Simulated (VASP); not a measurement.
Given:

```xyz
5
Lattice="3.6970 0.0000 0.0000 0.0000 3.6970 0.0000 0.0000 0.0000 3.6970" Properties=species:S:1:pos:R:3 pbc="T T T"
K      0.0000     0.0000     0.0000
Mg     1.8485     1.8485     1.8485
F      1.8485     0.0000     1.8485
F      0.0000     1.8485     1.8485
F      1.8485     1.8485     0.0000
```

Method: LDA (Ceperley-Alder, Perdew-Zunger), VASP's LDA PAW potentials (set 64) (plane waves; VASP). Numerical set-up: 620 eV cut-off, 6×6×6 Γ-centred mesh, Gaussian smearing of 0.050 eV, potentials K_sv Mg F.

Energy and stress use the plane-wave basis of the starting cell.

**Question.** The ions, cell shape and volume at an external pressure of 30.0 GPa are relaxed. Predict the relaxed structure.

**Answer.** 
```xyz
5
Lattice="3.6351 0.0000 0.0000 0.0000 3.6351 0.0000 0.0000 0.0000 3.6351" Properties=species:S:1:pos:R:3 pbc="T T T"
K      0.0000     0.0000     0.0000
Mg     1.8176     1.8176     1.8176
F      1.8176     0.0000     1.8176
F      0.0000     1.8176     1.8176
F      1.8176     1.8176     0.0000
```
Space group Pm-3m (221), at a tolerance of 0.03 Å.

**Question.** How do energy and volume change from the first to the last step?

**Answer.** The energy (σ→0) changes by +77.2 meV/atom and the volume by -4.9 %, in 3 ionic steps.

| step | E(σ→0) (eV) | max force (eV/Å) | pressure (GPa) | volume (Å³) |
|---|---|---|---|---|
| 1 | -26.6541 | 0.000 | 20.01 | 50.53 |
| 2 | -25.8408 | 0.000 | 39.84 | 46.06 |
| 3 | -26.2683 | 0.000 | 29.94 | 48.04 |

The compound is KMgF3 in the cubic perovskite structure. This run relaxes it under an external pressure of 30 GPa. Symmetry was kept, so distortions that lower it aren't found.
